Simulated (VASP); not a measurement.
Computed with PBE GGA, VASP's PBE PAW potentials (set 64) (plane waves; VASP).

The input files of a VASP run:

**POSCAR**
```
Si
1
    0.0000000000     2.7155000000     2.7155000000
    2.7155000000     0.0000000000     2.7155000000
    2.7155000000     2.7155000000     0.0000000000
Si
2
Direct
  0.0000000000   0.0000000000   0.0000000000
  0.2500000000   0.2500000000   0.2500000000
```

**KPOINTS**
```
Automatic mesh
0
Gamma
6 6 6
0 0 0
```

**INCAR**
```
SYSTEM = Si
PREC = Accurate
ENCUT = 400
EDIFF = 1E-6
NELM = 100
ALGO = Normal
LREAL = .FALSE.
LASPH = .TRUE.
ISMEAR = 0
SIGMA = 0.05
GGA = PE
LWAVE = .FALSE.
LCHARG = .FALSE.
ISIF = 2
ISPIN = 2
MAGMOM = 1.0 1.0
```

POTCAR, in this order: Si (PBE.64 set). Program: vasp_std.

Output

**OSZICAR**
```
       N       E                     dE             d eps       ncg     rms          rms(c)
DAV:   1     0.529463389860E+01    0.52946E+01   -0.28501E+03   584   0.557E+02
DAV:   2    -0.101805650045E+02   -0.15475E+02   -0.14712E+02   869   0.779E+01
DAV:   3    -0.104798615406E+02   -0.29930E+00   -0.29900E+00   680   0.111E+01
DAV:   4    -0.104819397882E+02   -0.20782E-02   -0.20781E-02   899   0.113E+00
DAV:   5    -0.104819462681E+02   -0.64799E-05   -0.64801E-05   710   0.457E-02    0.607E+00
DAV:   6    -0.108484572709E+02   -0.36651E+00   -0.13053E-01   665   0.236E+00    0.342E+00
DAV:   7    -0.108145135669E+02    0.33944E-01   -0.70254E-02   662   0.172E+00    0.243E+00
DAV:   8    -0.108162575765E+02   -0.17440E-02   -0.24541E-02   696   0.934E-01    0.664E-01
DAV:   9    -0.108202280605E+02   -0.39705E-02   -0.18296E-03   719   0.315E-01    0.100E-01
DAV:  10    -0.108206552536E+02   -0.42719E-03   -0.11063E-03   664   0.189E-01    0.436E-02
DAV:  11    -0.108207497052E+02   -0.94452E-04   -0.21526E-04   638   0.983E-02    0.316E-02
DAV:  12    -0.108207681375E+02   -0.18432E-04   -0.21309E-05   736   0.315E-02    0.154E-02
DAV:  13    -0.108207731203E+02   -0.49828E-05   -0.82449E-06   664   0.185E-02    0.420E-03
DAV:  14    -0.108207737707E+02   -0.65038E-06   -0.13586E-06   512   0.655E-03
   1 F= -.10820774E+02 E0= -.10820774E+02  d E =-.882107E-16  mag=     0.0000
```

### OUTCAR
```
------------------------ aborting loop because EDIFF is reached ----------------------------------------
  FORCE on cell =-STRESS in cart. coord.  units (eV):
  Direction    XX          YY          ZZ          XY          YZ          ZX
  --------------------------------------------------------------------------------------
  Total        0.4984228      0.4984228      0.4984228      0.0000000      0.0000000      0.0000000
  in kB       19.9401781     19.9401781     19.9401781      0.0000000      0.0000000      0.0000000
  external PRESSURE =      19.9401781 kB  Pullay stress =       0.0000000 kB
  volume of cell :       40.05
      direct lattice vectors                 reciprocal lattice vectors
     0.000000000  2.715500000  2.715500000    -0.184128153  0.184128153  0.184128153
     2.715500000  0.000000000  2.715500000     0.184128153 -0.184128153  0.184128153
     2.715500000  2.715500000  0.000000000     0.184128153  0.184128153 -0.184128153
 POSITION                                       TOTAL-FORCE (eV/Angst)
 -----------------------------------------------------------------------------------
      0.00000      0.00000      0.00000         0.000000      0.000000      0.000000
      1.35775      1.35775      1.35775        -0.000000     -0.000000     -0.000000
 -----------------------------------------------------------------------------------
    total drift:                                0.000000      0.000000     -0.000000
  FREE ENERGIE OF THE ION-ELECTRON SYSTEM (eV)
  ---------------------------------------------------
  free  energy   TOTEN  =       -10.8207737707 eV

  energy  without entropy=      -10.8207737707  energy(sigma->0) =      -10.82077377
```
(Selected blocks of OUTCAR.)

The compound is Si in the diamond structure. The cell was not relaxed at this level.
